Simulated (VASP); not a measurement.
These are PBE GGA, VASP's PBE PAW potentials (set 64) (plane waves; VASP) values and carry that method's errors.

A VASP calculation is set up with these files.

**INCAR**
```
SYSTEM = Fe
PREC = Accurate
ENCUT = 400
EDIFF = 1E-6
NELM = 100
ALGO = Normal
LREAL = .FALSE.
LASPH = .TRUE.
ISMEAR = 1
SIGMA = 0.1
GGA = PE
LMAXMIX = 4
ISPIN = 1
LORBIT = 10
LWAVE = .FALSE.
LCHARG = .FALSE.
ISIF = 2
```

KPOINTS:
```
Regular mesh
0
gamma
 16 16 16
0 0 0
```

**POSCAR**
```
Fe
1
   -1.4350000000     1.4350000000     1.4350000000
    1.4350000000    -1.4350000000     1.4350000000
    1.4350000000     1.4350000000    -1.4350000000
Fe
1
Direct
  0.0000000000   0.0000000000   0.0000000000
```

POTCAR, in this order: Fe (PBE.64 set). Program: vasp_std.

The run wrote:

**OSZICAR**
```
       N       E                     dE             d eps       ncg     rms          rms(c)
DAV:   1     0.101552237757E+02    0.10155E+02   -0.37422E+03  2400   0.104E+03
DAV:   2    -0.906895626329E+01   -0.19224E+02   -0.18752E+02  2408   0.118E+02
DAV:   3    -0.918466021846E+01   -0.11570E+00   -0.11555E+00  3040   0.128E+01
DAV:   4    -0.918530240918E+01   -0.64219E-03   -0.64214E-03  2712   0.800E-01
DAV:   5    -0.918530852759E+01   -0.61184E-05   -0.61187E-05  2888   0.582E-02    0.107E+01
DAV:   6    -0.782897882109E+01    0.13563E+01   -0.17691E+01  2384   0.716E+01    0.317E+00
DAV:   7    -0.766261505553E+01    0.16636E+00   -0.14606E+00  2328   0.195E+01    0.816E-01
DAV:   8    -0.764941414528E+01    0.13201E-01   -0.18138E-02  3192   0.165E+00    0.309E-01
DAV:   9    -0.764609535030E+01    0.33188E-02   -0.21584E-03  3096   0.411E-01    0.613E-02
DAV:  10    -0.764610401385E+01   -0.86636E-05   -0.12336E-05  2832   0.418E-02    0.199E-02
DAV:  11    -0.764610265876E+01    0.13551E-05   -0.89731E-07  1440   0.169E-02    0.992E-04
DAV:  12    -0.764610297504E+01   -0.31627E-06   -0.29765E-08  1208   0.301E-03
   1 F= -.76461030E+01 E0= -.76460920E+01  d E =-.328674E-04
```

**OUTCAR**
```
------------------------ aborting loop because EDIFF is reached ----------------------------------------
  FORCE on cell =-STRESS in cart. coord.  units (eV):
  Direction    XX          YY          ZZ          XY          YZ          ZX
  --------------------------------------------------------------------------------------
  Total       -1.8551800     -1.8551800     -1.8551800     -0.0000000     -0.0000000      0.0000000
  in kB     -251.4669699   -251.4669699   -251.4669699     -0.0000000     -0.0000000      0.0000000
  external PRESSURE =    -251.4669699 kB  Pullay stress =       0.0000000 kB
  volume of cell :       11.82
      direct lattice vectors                 reciprocal lattice vectors
    -1.435000000  1.435000000  1.435000000     0.000000000  0.348432056  0.348432056
     1.435000000 -1.435000000  1.435000000     0.348432056  0.000000000  0.348432056
     1.435000000  1.435000000 -1.435000000     0.348432056  0.348432056  0.000000000
 POSITION                                       TOTAL-FORCE (eV/Angst)
 -----------------------------------------------------------------------------------
      0.00000      0.00000      0.00000        -0.000000      0.000000      0.000000
 -----------------------------------------------------------------------------------
    total drift:                                0.000000      0.000000      0.000000
  FREE ENERGIE OF THE ION-ELECTRON SYSTEM (eV)
  ---------------------------------------------------
  free  energy   TOTEN  =        -7.6461029750 eV

  energy  without entropy=       -7.6460701076  energy(sigma->0) =       -7.64609202

 total charge

# of ion       s       p       d       tot
------------------------------------------
    1        0.461   0.492   6.227   7.180
```
(Selected blocks of OUTCAR.)

The compound is Fe in the bcc structure. The cell was not relaxed at this level. The run is one of a series of settings (ISPIN = 1, the spin start removed against the base run), some of them coarse on purpose. The run is not spin-polarised, so no magnetic state was tried.
